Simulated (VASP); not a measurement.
A run of VASP 6.6.1 is set up as follows.

The input INCAR:

```
PREC     = Accurate       # precision mode
ENCUT    = 520            # plane-wave cutoff, eV
EDIFF    = 1E-7           # SCF threshold, eV
ISMEAR   = 0              # smearing method
SIGMA    = 0.02           # smearing width, eV
LREAL    = False          # projectors in reciprocal space
LASPH    = True           # aspherical terms in the spheres
NELM     = 150            # most SCF steps
ALGO     = Fast           # electronic algorithm
ISIF     = 2              # what is computed and relaxed
LWAVE    = False          # write WAVECAR
LCHARG   = False          # write CHGCAR
LMAXMIX  = 6              # l up to which the mixer works
LDAU     = True           # DFT+U
LDAUTYPE = 2            
LDAUL    = 3 -1 -1 -1 -1  # shell
LDAUU    = 7 0 0 0 0      # U, eV
LDAUJ    = 0 0 0 0 0    
LDAUPRINT= 1            
GGA      = PE             # functional
NBANDS   = 47             # bands
```

Contents of KPOINTS:

```
Automatic mesh
0
Gamma
  6 6 6
```

The input POSCAR:

```
KSrCeSbO6
1.0
    0.0000000000      4.2352928080      4.2352928080
    4.2352928080      0.0000000000      4.2352928080
    4.2352928080      4.2352928080      0.0000000000
Ce K O Sb Sr
1 1 6 1 1
Direct
    0.0000000000      0.0000000000      0.0000000000
    0.2500000000      0.2500000000      0.2500000000
    0.7371893758      0.2628106242      0.2628106242
    0.2628106242      0.7371893758      0.7371893758
    0.2628106242      0.7371893758      0.2628106242
    0.7371893758      0.2628106242      0.7371893758
    0.2628106242      0.2628106242      0.7371893758
    0.7371893758      0.7371893758      0.2628106242
    0.5000000000      0.5000000000      0.5000000000
    0.7500000000      0.7500000000      0.7500000000
```

Potentials or basis: VASP PAW PBE potentials, release 64 (Ce, K_sv, O, Sb, Sr_sv).

Run with:

```console
$ cat potpaw_PBE.64/Ce/POTCAR potpaw_PBE.64/K_sv/POTCAR potpaw_PBE.64/O/POTCAR potpaw_PBE.64/Sb/POTCAR potpaw_PBE.64/Sr_sv/POTCAR > POTCAR
$ mpirun -np 1 vasp_std > vasp.out
```

(1) What does it give for the pressure?

(2) Predict the band gap on the k mesh.

Results:

(1) 1.6 GPa.

(2) 2.68 eV, indirect (least direct gap 2.85 eV).

Caveat: spin-orbit coupling is left out, which moves the levels of the heavy elements.
